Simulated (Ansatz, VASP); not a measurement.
# One calculation of AlHg, two programs

The input INCAR:

```
AGGAC = 1.0
AGGAX = 1.0
ALDAC = 0.0
ALDAX = 1.0
ALGO = Fast
EDIFF = 1E-7
EDIFFG = -0.01
ENCUT = 600
GGA = B5
IBRION = 2
ISIF = 3
ISMEAR = -1
IVDW = 13
LASPH = T
LCHARG = F
LREAL = F
LWAVE = F
NELM = 60
NSW = 60
PREC = Accurate
SIGMA = 0.05
VDW_A1 = 0.44488865
VDW_A2 = 4.0933009
VDW_S6 = 1.0
VDW_S8 = 2.34076671
```

The input KPOINTS:

```
k-points
0
Gamma
  8 8 8
```

Contents of POSCAR:

```
AlHg
1.0
    0.0000000000      3.0685300000      3.0685300000
    3.0685300000      0.0000000000      3.0685300000
    3.0685300000      3.0685300000      0.0000000000
Al Hg
1 1
Direct
    0.0000000000      0.0000000000      0.0000000000
    0.7500000000      0.7500000000      0.7500000000
```

Contents of input.yaml:

```yaml
crystal:
  lattice:
    - [0.0, 3.06853, 3.06853]
    - [3.06853, 0.0, 3.06853]
    - [3.06853, 3.06853, 0.0]
  atoms:
    - { symbol: Al, position: [0.0, 0.0, 0.0] }
    - { symbol: Hg, position: [0.75, 0.75, 0.75] }
hamiltonian:
  xc: blyp
  pseudopotentials: { kind: paw }
  dispersion: d4
kpoints:
  mp_grid: { grid: [8, 8, 8] }
scf:
  occupations: { method: fermi_dirac, width: 0.05 }
output:
  forces: true
  stress: true
  eigenvalues: true
  write_density: true
  write_potential: true
  elf: true
  volumetric_format: npy
relax:
  f_tol: 0.01
  max_steps: 40
  cell: { stress_tol: 0.05 }
```

The cell was built by a generator and needn't be a form met in nature.

Alike in both runs: task relaxation of cell and atoms; functional BLYP; dispersion D4; k mesh 8 × 8 × 8; occupations fermi-dirac, width 0.05 eV; no spin polarisation.

|  | VASP | Ansatz |
| --- | --- | --- |
| version | VASP 6.6.1 | Ansatz 0.2.0 |
| potentials or method | VASP PAW PBE potentials, release 64 (Al, Hg) | Ansatz PAW |
| plane-wave cutoff (eV) | 600 | 420 |
| valence electrons in the cell | 15 | 23 |

|  | VASP | Ansatz | Ansatz less VASP |
| --- | --- | --- | --- |
| gap on the k mesh at the Fermi level, each at its own relaxed structure (eV) | none | none | - |
| relaxed volume (Å³/atom) | 28.37 | 28.15 | -0.224 |
| relaxed cell length with the largest relative difference (Å) | 4.313 | 4.302 | -0.0114 |
| energy change over the relaxation (meV/atom) | -1 | -2 | -1.0 |

A gap of «none» marks a metal or a gap that the smearing closes. The two sets of potentials don't hold the same shells in valence.

Caveats: pairwise dispersion overbinds metals, which lowers pressure and volume; the PAW data sets were made with another functional, which shifts forces and pressure a little (VASP); the plane-wave basis is chosen anew once the cell has moved, so the energies of steps on either side of that aren't comparable (Ansatz); the PAW data sets come from PBE, with cores solved anew for the run's functional, which leaves a small shift of forces and pressure (Ansatz). Spin-orbit coupling is left out, which matters for the levels of Hg.
